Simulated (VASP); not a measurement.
A VASP calculation is set up with these files.

POSCAR:
```
BN
1
    0.0000000000     1.7552203992     1.7552203992
    1.7552203992     0.0000000000     1.7552203992
    1.7552203992     1.7552203992     0.0000000000
B N
1 1
Direct
  0.0000000000   0.0000000000   0.0000000000
  0.2500000000   0.2500000000   0.2500000000
```

INCAR:
```
SYSTEM = BN
PREC = Accurate
ENCUT = 520
EDIFF = 1E-7
NELM = 100
ALGO = Normal
LREAL = .FALSE.
LASPH = .TRUE.
ISMEAR = 0
SIGMA = 0.05
LWAVE = .FALSE.
LCHARG = .FALSE.
ISIF = 2
```

File KPOINTS:
```
Automatic
0
Gamma
  13 13 13
0 0 0
```

POTCAR, in this order: B N (LDA.64 set). Program: vasp_std.

**Question.** Write an equivalent input for Quantum ESPRESSO's pw.x.

**Answer.** One equivalent input (not run):
```
&CONTROL
  calculation = 'scf'
  pseudo_dir = './pseudo'
  outdir = './out'
  tprnfor = .true.
  tstress = .true.
/
&SYSTEM
  ibrav = 0
  nat = 2
  ntyp = 2
  ecutwfc = 84
  occupations = 'smearing'
  smearing = 'gaussian'
  degauss = 0.003675
  input_dft = 'pz'
/
&ELECTRONS
  conv_thr = 7.3e-09
  electron_maxstep = 100
/
ATOMIC_SPECIES
  B 10.810 B.upf
  N 14.007 N.upf
CELL_PARAMETERS angstrom
     0.0000000    1.7552204    1.7552204
     1.7552204    0.0000000    1.7552204
     1.7552204    1.7552204    0.0000000
ATOMIC_POSITIONS crystal
  B    0.0000000  0.0000000  0.0000000
  N    0.2500000  0.2500000  0.2500000
K_POINTS automatic
  13 13 13 0 0 0
```
Limits of the translation: the potentials are each code's own (VASP's PAW set, PseudoDojo norm-conserving files in pw.x), so ENCUT and ecutwfc are chosen apart and not converted; conv_thr bounds pw.x's estimated SCF error, while EDIFF bounds the energy change between steps.

The compound is BN in the zinc blende structure. This cell is one point of a volume scan, at 0.94 of the reference volume.
